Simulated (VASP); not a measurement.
The system is BiTe.

```xyz
2
Lattice="0.0000 3.2350 3.2350 3.2350 0.0000 3.2350 3.2350 3.2350 0.0000" Properties=species:S:1:pos:R:3 pbc="T T T"
Bi    0.0000    0.0000    0.0000
Te    3.2350    3.2350    3.2350
```

Base run:

- Program: VASP 6.6.1
- Functional: LDA
- Potentials or basis: VASP PAW LDA potentials, release 64 (Bi_d, Te)
- Cutoff: 520 eV
- k mesh: 10 × 10 × 10
- Occupations: fermi-dirac, width 0.03 eV
- Spin: no spin polarisation

Its results: band gap on the k mesh none (metal or under the smearing width); pressure -2.7 GPa.

Problem. The run is repeated on the same cell with these changes: functional from LDA to PBEsol; potentials or basis from VASP PAW LDA potentials, release 64 (Bi_d, Te) to VASP PAW PBE potentials, release 64 (Bi_d, Te). What comes out?

Solution. Band gap on the k mesh none (metal or under the smearing width); pressure -1.7 GPa.

Caveats: spin-orbit coupling is left out, which moves the levels of the heavy elements; the PAW data sets were made with another functional, which shifts forces and pressure a little (some runs).
